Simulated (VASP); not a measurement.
Data:

```
CELL_PARAMETERS angstrom
      1.59504    -2.76270     0.00000
      1.59504     2.76270     0.00000
      0.00000     0.00000     5.19668
ATOMIC_POSITIONS crystal
  Ga 0.66667 0.33333 0.50020
  Ga 0.33333 0.66667 0.00020
  N  0.66667 0.33333 0.87680
  N  0.33333 0.66667 0.37680
```

Calculation: LDA (Ceperley-Alder, Perdew-Zunger), VASP's LDA PAW potentials (set 64) (plane waves; VASP). Settings: 520 eV cut-off, 10×10×5 Γ-centred mesh, Gaussian smearing of 0.050 eV, potentials Ga_d N.

**Question.** Give the stress tensor in GPa (positive for a compressed cell).

**Answer.** 
```
-5.74   0.00   0.00
 0.00  -5.74   0.00
 0.00   0.00  -5.53
```
The pressure is its mean diagonal, -5.67 GPa.

The compound is GaN in the wurtzite structure. This cell is one point of a volume scan, at 1.03 of the reference volume.
